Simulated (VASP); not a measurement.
OSZICAR of a VASP run on Mg$_{31}$NO$_{31}$:

OSZICAR:
```
       N       E                     dE             d eps       ncg     rms          rms(c)
DAV:   1    -0.367078695248E+03   -0.36708E+03   -0.20788E-05   696   0.155E-02    0.990E-03
RMM:   2    -0.367078696807E+03   -0.15591E-05   -0.48215E-06   494   0.488E-03    0.141E-02
RMM:   3    -0.367078695717E+03    0.10900E-05   -0.25701E-06   482   0.337E-03    0.150E-02
RMM:   4    -0.367078695490E+03    0.22678E-06   -0.55620E-06   531   0.412E-03
   1 F= -.36707870E+03 E0= -.36707869E+03  d E =-.328675E-05  mag=     2.0000
```

Problem. Which electronic solver shows in the log?

Solution. It is blocked Davidson (ALGO = Normal, or the opening steps of other solvers) and then RMM-DIIS (ALGO = Fast or VeryFast). The INCAR had ALGO = Fast.

Problem. How was spin treated?

Solution. Collinear spin (ISPIN = 2): the summary line carries one mag value, 2.00 μB in the cell.

Problem. Can the final energy be trusted as converged?

Solution. The calculation finished and met its thresholds. It stopped with EDIFF = 1E-6, NELM = 100 (PBE GGA, plane waves, VASP's PBE PAW potentials (set 64)).  The cell is charged, with a uniform compensating background.  The supercell is sampled at Γ alone, which is coarse: total energies, pressure and levels can be off, energies of defects by several tenths of an eV.

The cell is a supercell with a defect, built from MgO (rock salt): N_O-vac_Mg, charge -1. The total moment is imposed (NUPDOWN), so this need not be the lowest spin state.
